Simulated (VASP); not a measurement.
An input for Quantum ESPRESSO's pw.x (written as the equivalent of a VASP run, and not itself run):

```
&CONTROL
  calculation = 'vc-relax'
  pseudo_dir = './pseudo'
  outdir = './out'
  tprnfor = .true.
  tstress = .true.
  nstep = 60
  forc_conv_thr = 0.00039
/
&SYSTEM
  ibrav = 0
  nat = 2
  ntyp = 2
  ecutwfc = 94
  occupations = 'smearing'
  smearing = 'methfessel-paxton'
  degauss = 0.00735
  input_dft = 'pbe'
  nspin = 2
  starting_magnetization(1) = 0.1
  starting_magnetization(2) = -0.1
/
&ELECTRONS
  conv_thr = 7.3e-08
  electron_maxstep = 100
/
&IONS
/
&CELL
/
ATOMIC_SPECIES
  Cr1 51.996 Cr.upf
  Cr2 51.996 Cr.upf
CELL_PARAMETERS angstrom
     2.8573167    0.0000000   -0.0000000
    -0.0000000    2.8573167   -0.0000000
     0.0000000    0.0000000    2.8573167
ATOMIC_POSITIONS crystal
  Cr1  0.0000000  0.0000000  0.0000000
  Cr2  0.5000000  0.5000000  0.5000000
K_POINTS automatic
  11 11 11 0 0 0
```

Task: Translate this input to VASP (INCAR, KPOINTS, POSCAR, choice of POTCAR).

Result: Several could match; the one computed here: 
### INCAR
```
SYSTEM = Cr
PREC = Accurate; ENCUT = 400; LREAL = .FALSE.
LASPH = .TRUE.
EDIFF = 1E-6; NELM = 100; ALGO = Normal
LMAXMIX = 4
ISMEAR = 1; SIGMA = 0.1
GGA = PE
MAGMOM = 1.0 -1.0
ISPIN = 2
IBRION = 2; NSW = 60; ISIF = 3
EDIFFG = -0.01
LWAVE = .FALSE.; LCHARG = .FALSE.; LORBIT = 10
```

File POSCAR:
```
Cr
1
    2.8573166568     0.0000000000    -0.0000000000
   -0.0000000000     2.8573166568    -0.0000000000
    0.0000000000     0.0000000000     2.8573166568
Cr
2
Direct
  0.0000000000   0.0000000000   0.0000000000
  0.5000000000   0.5000000000   0.5000000000
```

KPOINTS:
```
Automatic mesh
0
Gamma
11 11 11
0 0 0
```

POTCAR, in this order: Cr_pv (PBE.64 set). Program: vasp_std.

Limits of the translation: the potentials are each code's own (VASP's PAW set, PseudoDojo norm-conserving files in pw.x), so ENCUT and ecutwfc are chosen apart and not converted; conv_thr bounds pw.x's estimated SCF error, while EDIFF bounds the energy change between steps; starting_magnetization is a fraction of the valence charge and MAGMOM a moment in μB, so they match only roughly; forc_conv_thr acts on force components and is met together with etot_conv_thr.

The compound is Cr in the bcc, AFM order structure. It was relaxed first. The start is the result of an earlier pass.
